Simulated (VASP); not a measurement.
Given:

```xyz
1
Lattice="0.0000 2.0799 2.0799 2.0799 0.0000 2.0799 2.0799 2.0799 0.0000" Properties=species:S:1:pos:R:3 pbc="T T T"
Nb     0.0000     0.0000     0.0000
```

Calculation: PBEsol GGA, VASP's PBE PAW potentials (set 64) (plane waves; VASP). Run with 400 eV cut-off, Gaussian smearing of 0.050 eV, potentials Nb_sv.

### Question
Give the energies of bands 5 to 9 at the high-symmetry points, in eV from the Fermi level.

### Answer

```tsv
band	Γ	X	U	L	W
5	-6.33	-4.30	-3.30	-4.00	-2.81
6	0.08	-3.53	-2.33	-0.13	-1.16
7	0.08	3.83	0.64	-0.13	-1.16
8	0.08	4.91	2.89	1.53	1.94
9	2.83	5.54	4.60	4.93	5.55
```

It has no gap at this level: it comes out as a metal or semimetal.

The structure was generated: Nb was put into the fcc type (Fm-3m), which need not be its known phase. It was relaxed first.
